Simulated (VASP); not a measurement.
Output of a VASP run:

OSZICAR:
```
       N       E                     dE             d eps       ncg     rms          rms(c)
DAV:   1     0.442733532422E+03    0.44273E+03   -0.21907E+04   960   0.182E+03
DAV:   2    -0.996176143473E+01   -0.45270E+03   -0.44459E+03  1216   0.488E+02
DAV:   3    -0.493236180081E+02   -0.39362E+02   -0.39325E+02  1376   0.143E+02
DAV:   4    -0.511232220801E+02   -0.17996E+01   -0.17988E+01  1368   0.266E+01
DAV:   5    -0.511976602891E+02   -0.74438E-01   -0.74431E-01  1360   0.396E+00    0.246E+01
DAV:   6    -0.405465953998E+02    0.10651E+02   -0.73850E+01  1488   0.726E+01    0.150E+01
DAV:   7    -0.404711258667E+02    0.75470E-01   -0.12554E+01  1216   0.269E+01    0.946E+00
DAV:   8    -0.403307879798E+02    0.14034E+00   -0.21027E+00  1248   0.143E+01    0.318E+00
DAV:   9    -0.403087059061E+02    0.22082E-01   -0.31010E-01  1216   0.452E+00    0.115E+00
DAV:  10    -0.403005158851E+02    0.81900E-02   -0.99107E-02  1312   0.292E+00    0.591E-01
DAV:  11    -0.402972686926E+02    0.32472E-02   -0.32206E-02  1288   0.129E+00    0.139E-01
DAV:  12    -0.402971299644E+02    0.13873E-03   -0.26914E-03  1216   0.533E-01    0.683E-02
DAV:  13    -0.402971630372E+02   -0.33073E-04   -0.18982E-04  1288   0.152E-01    0.270E-02
DAV:  14    -0.402971575989E+02    0.54382E-05   -0.97779E-05  1256   0.901E-02    0.883E-03
DAV:  15    -0.402971580692E+02   -0.47028E-06   -0.17168E-05  1256   0.411E-02    0.816E-03
DAV:  16    -0.402971574432E+02    0.62603E-06   -0.32868E-06  1392   0.131E-02    0.172E-03
DAV:  17    -0.402971574151E+02    0.28107E-07   -0.11630E-07   624   0.276E-03
   1 F= -.40297157E+02 E0= -.40297157E+02  d E =-.684832E-19
```

### OUTCAR
```
------------------------ aborting loop because EDIFF is reached ----------------------------------------
  FORCE on cell =-STRESS in cart. coord.  units (eV):
  Direction    XX          YY          ZZ          XY          YZ          ZX
  --------------------------------------------------------------------------------------
  Total       -3.6144669     -3.6144669     -3.6144669     -0.0000000     -0.0000000     -0.0000000
  in kB      -89.3691335    -89.3691335    -89.3691335     -0.0000000     -0.0000000     -0.0000000
  external PRESSURE =     -89.3691335 kB  Pullay stress =       0.0000000 kB
  volume of cell :       64.80
      direct lattice vectors                 reciprocal lattice vectors
     4.016573913  0.000000000  0.000000000     0.248968405  0.000000000  0.000000000
     0.000000000  4.016573913  0.000000000     0.000000000  0.248968405  0.000000000
     0.000000000  0.000000000  4.016573913     0.000000000  0.000000000  0.248968405
 POSITION                                       TOTAL-FORCE (eV/Angst)
 -----------------------------------------------------------------------------------
      0.00000      0.00000      0.00000         0.000000      0.000000      0.000000
      2.00829      2.00829      2.00829         0.000000      0.000000      0.000000
      2.00829      0.00000      2.00829         0.000000      0.000000      0.000000
      0.00000      2.00829      2.00829         0.000000      0.000000      0.000000
      2.00829      2.00829      0.00000         0.000000      0.000000      0.000000
 -----------------------------------------------------------------------------------
    total drift:                                0.000000      0.000000     -0.000000
  FREE ENERGIE OF THE ION-ELECTRON SYSTEM (eV)
  ---------------------------------------------------
  free  energy   TOTEN  =       -40.2971574151 eV

  energy  without entropy=      -40.2971574151  energy(sigma->0) =      -40.29715742
```
(Selected blocks of OUTCAR.)

POSCAR:
```
SrTiO3
1
    4.0165739125     0.0000000000     0.0000000000
    0.0000000000     4.0165739125     0.0000000000
    0.0000000000     0.0000000000     4.0165739125
Sr Ti O
1 1 3
Direct
  0.0000000000   0.0000000000   0.0000000000
  0.5000000000   0.5000000000   0.5000000000
  0.5000000000   0.0000000000   0.5000000000
  0.0000000000   0.5000000000   0.5000000000
  0.5000000000   0.5000000000   0.0000000000
```

Q: Write an INCAR and KPOINTS that could have produced this output.

A: This is not unique; one that fits is the input of the run itself, PW91 GGA, plane waves, VASP's PBE PAW potentials (set 64).

**INCAR**
```
ALGO = Normal
EDIFF = 1E-7
ENCUT = 520
GGA = 91
ISIF = 2
ISMEAR = 0
LASPH = .TRUE.
LCHARG = .FALSE.
LMAXMIX = 4
LREAL = .FALSE.
LWAVE = .FALSE.
NELM = 100
PREC = Accurate
SIGMA = 0.05
SYSTEM = SrTiO3
```

File KPOINTS:
```
Automatic mesh
0
G
6 6 6
0 0 0
```

POTCAR, in this order: Sr_sv Ti_sv O (PBE.64 set). Program: vasp_std.

The compound is SrTiO3 in the cubic perovskite structure, the ideal cubic form; the compound distorts at low or room temperature. This cell is one point of a volume scan, at 1.06 of the reference volume.
